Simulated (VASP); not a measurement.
Data:

```yaml
crystal:
  lattice:
    - [0.00000, 2.81900, 2.81900]
    - [2.81900, 0.00000, 2.81900]
    - [2.81900, 2.81900, 0.00000]
  atoms:
    - { symbol: Li, position: [0.25000, 0.25000, 0.25000] }
    - { symbol: Li, position: [0.75000, 0.75000, 0.75000] }
    - { symbol: S, position: [0.00000, 0.00000, 0.00000] }
```

All values below come from MS2 meta-GGA, VASP's PBE PAW potentials (set 64) (plane waves; VASP 6.6.1). Run with 520 eV cut-off, 8×8×8 Γ-centred mesh, tetrahedra with Blöchl corrections, potentials Li_sv S.

**Question.** Give the energies of bands 4 to 9 at the high-symmetry points, in eV from the valence-band maximum.

**Answer.** 
```tsv
band	Γ	X	U	L	W
4	0.00	-2.23	-2.13	-2.97	-1.89
5	0.00	-1.47	-2.03	-0.53	-1.89
6	0.00	-1.47	-1.19	-0.53	-1.81
7	5.16	3.85	5.10	7.03	5.95
8	6.90	7.81	8.82	7.21	8.19
9	6.90	12.18	10.43	7.21	9.73
```

The gap is indirect, 3.85 eV, from the valence maximum at Γ to the conduction minimum at X.

The compound is Li2S in the antifluorite structure. It was relaxed first.
